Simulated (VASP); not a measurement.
Consider the following.

```yaml
crystal:
  lattice:
    - [3.93695, 0.00000, 0.00000]
    - [0.00000, 3.93695, 0.00000]
    - [0.00000, 0.00000, 6.93221]
  atoms:
    - { symbol: Lu, position: [0.00000, 0.50000, 0.00000] }
    - { symbol: Lu, position: [0.50000, 0.00000, 0.50000] }
    - { symbol: P, position: [0.00000, 0.00000, 0.25000] }
    - { symbol: P, position: [0.00000, 0.00000, 0.75000] }
```

Computed with PBE GGA, VASP's PBE PAW potentials (set 64) (plane waves; VASP). Settings: 300 eV cut-off, 6×6×3 Γ-centred mesh, Fermi-Dirac smearing of 0.10 eV, potentials Lu_3 P.

At this cut-off the stress carries a Pulay error, which pulls relaxed volumes low.

### Question
Predict the energy per atom (σ→0), pressure, band gap (on the k-mesh) with the smallest direct gap where there is one.

### Answer

```json
{
  "band gap (on the k-mesh)": "none (metal, semimetal or under 0.01 eV)",
  "energy per atom (σ→0)": "-5.474 eV/atom",
  "pressure": "4.28 GPa"
}
```

The structure was generated: LuP was put into an ordered model structure, which need not be its known phase. The cell was not relaxed at this level. The k-mesh is coarse (spacing up to 0.30 per Å, 2π included), so the numbers may not be converged in it.
